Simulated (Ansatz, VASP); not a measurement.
# HfO2 (1T-HfO2 bilayer, AA) in two plane-wave programs, part 2 of 2

Wanted: the spread between two codes on one cell, functional and k mesh. Of the first pair: The structure shown is the start of the Ansatz relaxation below; VASP solves that cell, so the two are compared at the walk's first step.

VASP 6.6.1 and Ansatz 0.2.0.

So far: Starting point; Ansatz: relaxation, PBE with D3(BJ); VASP: single point, PBE with D3(BJ), start cell, pair 1.

## 4. Comparison

Known differences besides the potentials themselves: Ansatz cuts the interaction across the vacuum, VASP repeats the sheet with a dipole correction; the data sets hold 76 valence electrons in Ansatz (on its default PAW (the set named soft_2) files) and 44 in VASP; the cutoff is 420 eV in Ansatz and 520 eV in VASP. Total energies have different zeros and are not compared.

Forces (eV/Å; atoms numbered as in POSCAR):

```csv
atom,"Ansatz x, y, z","VASP x, y, z"
O1,"0.000, 0.000, 4.065","0.000, 0.000, 4.212"
O2,"0.000, 0.000, -4.053","0.000, 0.000, -4.200"
O3,"0.000, 0.000, 4.053","0.000, 0.000, 4.200"
O4,"0.000, 0.000, -4.065","0.000, 0.000, -4.212"
Hf5,"0.000, 0.000, 0.046","0.000, 0.000, 0.046"
Hf6,"0.000, 0.000, -0.046","0.000, 0.000, -0.046"
```

The forces differ by 70 meV/Å r.m.s., which is 3.5 % of the r.m.s. force of 1.983 eV/Å (both taken over all components). With vacuum in the cell, a pressure given here is an average over mostly empty space and none of the material.

## 5. Further runs

Further runs change the set-up of one program: Ansatz's method, potentials or start, or VASP's data sets, cutoff or form of LDA. The table gives that difference for each run.

```csv
run,r.m.s. force difference (meV/Å)
as above,70
VASP with the data sets O and Hf_sv,50
```

## 6. Ansatz: relaxation, PBE with D3(BJ)

This run makes the geometry at which the two programs are then compared.

The structure compared here is the end of the Ansatz relaxation.

Input file input.yaml:

```yaml
crystal:
  lattice:
    - [3.24, 0.0, 0.0]
    - [-1.62, 2.8059223083, 0.0]
    - [0.0, 0.0, 46.8371817536]
  atoms:
    - { symbol: O, position: [0.6666666667, 0.3333333333, 0.4152683674] }
    - { symbol: Hf, position: [0.0, 0.0, 0.4421550286] }
    - { symbol: O, position: [0.3333333333, 0.6666666667, 0.4690416898] }
    - { symbol: O, position: [0.6666666667, 0.3333333333, 0.5309583102] }
    - { symbol: Hf, position: [0.0, 0.0, 0.5578449714] }
    - { symbol: O, position: [0.3333333333, 0.6666666667, 0.5847316326] }
  periodic: [true, true, false]
kpoints:
  mp_grid: { grid: [12, 12, 1] }
hamiltonian:
  xc: pbe
  dispersion: d3bj
scf:
  occupations: { method: fermi_dirac, width: 0.05 }
  convergence: { dr2_threshold: 1.0e-09 }
relax:
  f_tol: 0.004
  max_steps: 90
  cell: {}
output:
  write_potential: true
  write_density: true
  volumetric_format: npy
```

The run is started by

```sh
$ ansatz run input.yaml --threads 2 --pin off --max-ram 3072MiB --backend cpu --events-out ev --progress --plain --runs-dir out
```

Numbers of over 12 decimals in the logs are rounded to 6 here.

The log of the run:

```text
[...]
Crystal: 6 atoms, lattice volume = 425.806 Å³
Basis set: ecut = 420 eV, 8473 PW (Γ), exchange–correlation on 48×48×640 points (8 copies of the dense FFT grid, shifted against one another)
Bands: 46, of which v1, the nominal top of the filled ones, is band 38 counted from 1 (37 counted from 0)
Symmetry: 12 space group operations
[...]
cell:  # Å, volume = 426.0420 Å³
    - [3.240899, 0, 0]
    - [-1.620450, 2.806701, 0]
    - [0, 0, 46.8371817536]
  atoms:
    - { symbol: O, position: [0.666667, 0.333333, 0.429039] }
    - { symbol: Hf, position: [-4.105069175752557e-18, 0, 0.449828] }
    - { symbol: O, position: [0.333333, 0.666667, 0.470576] }
    - { symbol: O, position: [0.666667, 0.333333, 0.529424] }
    - { symbol: Hf, position: [4.105069175752557e-18, 0, 0.550172] }
    - { symbol: O, position: [0.333333, 0.666667, 0.570961] }
[key lines of the parts left out:]
SCF converged after 4 iterations
Free energy (F): -33722.803756 eV
Fermi energy:    -5.452913 eV
P = ½ c Tr σ = 0.0340 N/m
```

## 7. VASP: single point, PBE with D3(BJ), relaxed cell, pair 2

The same cell, functional, mesh and smearing now go to VASP, with its own data sets.

Input file INCAR:

```
SYSTEM = HfO2
PREC = Accurate
ENCUT = 520
EDIFF = 1E-06
NELM = 120
ISMEAR = -1
SIGMA = 0.05
LREAL = .FALSE.
ALGO = Normal
GGA = PE
IVDW = 12
NBANDS = 28
LASPH = .TRUE.
LORBIT = 11
LWAVE = .FALSE.
LCHARG = .FALSE.
ISIF = 2
LDIPOL = .TRUE.
IDIPOL = 3
DIPOL = 0.5 0.5 0.5
LVHAR = .TRUE.
GGA_COMPAT = .FALSE.
EFERMI = MIDGAP
NELMDL = -8
KPAR = 2
```

Input file POSCAR:

```
HfO2
1.0
    3.2408990560      0.0000000000      0.0000000000
   -1.6204495280      2.8067009136      0.0000000000
    0.0000000000      0.0000000000     46.8371817536
O Hf
4 2
Direct
    0.6666666667      0.3333333333      0.4290385050
    0.3333333333      0.6666666667      0.4705761855
    0.6666666667      0.3333333333      0.5294238145
    0.3333333333      0.6666666667      0.5709614950
    0.0000000000      0.0000000000      0.4498283919
    0.0000000000      0.0000000000      0.5501716081
```

Input file KPOINTS:

```
Automatic mesh
0
Gamma
12 12 1
0 0 0
```

PAW data sets: O and Hf_pv (PBE family, release 64).

The run is started by

```sh
$ mpirun -np 2 vasp_std
```

The log of the run:

```text
[... set-up lines as in an earlier step ...]
 entering main loop
       N       E                     dE             d eps       ncg     rms          rms(c)
DAV:   1     0.375592192655E+03    0.37559E+03   -0.20280E+04  1360   0.119E+03
DAV:   2    -0.290326711553E+01   -0.37850E+03   -0.36696E+03  1516   0.274E+02
DAV:   3    -0.686625360414E+02   -0.65759E+02   -0.65395E+02  1240   0.118E+02
DAV:   4    -0.706008293459E+02   -0.19383E+01   -0.19316E+01  1384   0.226E+01
[...]
DAV:  26    -0.596426625294E+02   -0.30864E-05   -0.72921E-08   744   0.860E-04    0.373E-04
DAV:  27    -0.596426641320E+02   -0.16026E-05   -0.24833E-08   664   0.518E-04    0.810E-05
DAV:  28    -0.596426648363E+02   -0.70436E-06   -0.13721E-08   692   0.359E-04
   1 F= -.60489011E+02 E0= -.60489011E+02  d E =-.925025E-21
```

Parts of OUTCAR (step 7):

```text
 Edisp (eV)   -0.84635

  Total      -1.50758    -1.50758    -0.85800     0.00000     0.00000     0.00000
  in kB      -5.66942    -5.66942    -3.22662     0.00000     0.00000     0.00000
  external pressure =       -4.86 kB  Pullay stress =        0.00 kB

 POSITION                                       TOTAL-FORCE (eV/Angst)
 -----------------------------------------------------------------------------------
      1.62045      0.93557     20.09495        -0.000000     -0.000000      0.199647
     -0.00000      1.87113     22.04046         0.000000      0.000000     -0.199530
      1.62045      0.93557     24.79672         0.000000     -0.000000      0.199530
     -0.00000      1.87113     26.74223         0.000000      0.000000     -0.199647
      0.00000      0.00000     21.06869        -0.000000     -0.000000     -0.002503
      0.00000      0.00000     25.76849        -0.000000     -0.000000      0.002503
 -----------------------------------------------------------------------------------
    total drift:                                0.000000     -0.000000     -0.000000

  FREE ENERGIE OF THE ION-ELECTRON SYSTEM (eV)
  ---------------------------------------------------
  free  energy   TOTEN  =       -60.4890111334 eV

  energy  without entropy=      -60.4890111334  energy(sigma->0) =      -60.48901113

[... 1 part as in an earlier step ...]

[... 2 further parts left out ...]
[key lines of the parts left out:]
E-fermi :  -3.8183
```

## 8. Comparison

What differs besides the data sets and the points named for the pairs above, as far as they apply: the data sets hold 76 valence electrons in Ansatz (on its default PAW (the set named soft_2) files) and 44 in VASP. Total energies have different zeros and are not compared.

Compared:

```csv
quantity,Ansatz,VASP,difference
gap on the k mesh (eV),4.698,4.710,-0.012
```

Forces (eV/Å; atoms numbered as in POSCAR):

```csv
atom,"Ansatz x, y, z","VASP x, y, z"
O1,"0.000, 0.000, -0.001","0.000, 0.000, 0.200"
O2,"0.000, 0.000, 0.001","0.000, 0.000, -0.200"
O3,"0.000, 0.000, -0.001","0.000, 0.000, 0.200"
O4,"0.000, 0.000, 0.001","0.000, 0.000, -0.200"
Hf5,"0.000, 0.000, -0.001","0.000, 0.000, -0.003"
Hf6,"0.000, 0.000, 0.001","0.000, 0.000, 0.003"
```

The forces differ by 95 meV/Å r.m.s., where the r.m.s. force is 0.001 eV/Å in Ansatz and 0.094 eV/Å in VASP: the atoms lie near their places of rest in Ansatz, so a percentage would say little (all taken over all components). A gap on the mesh is an upper bound, since the band edges may lie between its points; neither run holds spin-orbit coupling, which can move the band edges of a compound of Hf. With vacuum in the cell, a pressure given here is an average over mostly empty space and none of the material.

## 9. Outcome

```
r.m.s. force difference (single point, PBE with D3(BJ), start cell, pair 1)   : 3.5 % of the r.m.s. force
r.m.s. force difference (single point, PBE with D3(BJ), relaxed cell, pair 2) : 95 meV/Å
```

In words: The r.m.s. force difference is 95 meV/Å (single point, PBE with D3(BJ), relaxed cell, pair 2), beyond the 12 meV/Å picked in this series as the mark of a large difference. The data sets hold unlike numbers of valence electrons (76 in Ansatz and 44 in VASP), so part of the differences comes from the potentials. Single point, PBE with D3(BJ), start cell, pair 1, VASP with the data sets O and Hf_sv: r.m.s. force difference goes from 70 to 50 meV/Å. What causes the difference of the single point, PBE with D3(BJ), relaxed cell, pair 2 pair stays open here. Such differences can come from data sets, numerical settings and the points named under the comparisons, not from the functional's error against experiment.

[Lines on the potential files, build, host, timing and source positions are cut from VASP's logs without a mark.]

[Logs are printed without paths, hosts, clocks, repeated set-up lines and the standing remarks that a program may print on its own settings, such as how far it seeks lower states.]

[Hosts, paths, dates, database ids (printed as entryN), source tags and the programs' standing remarks are cut or masked in the printed files.]
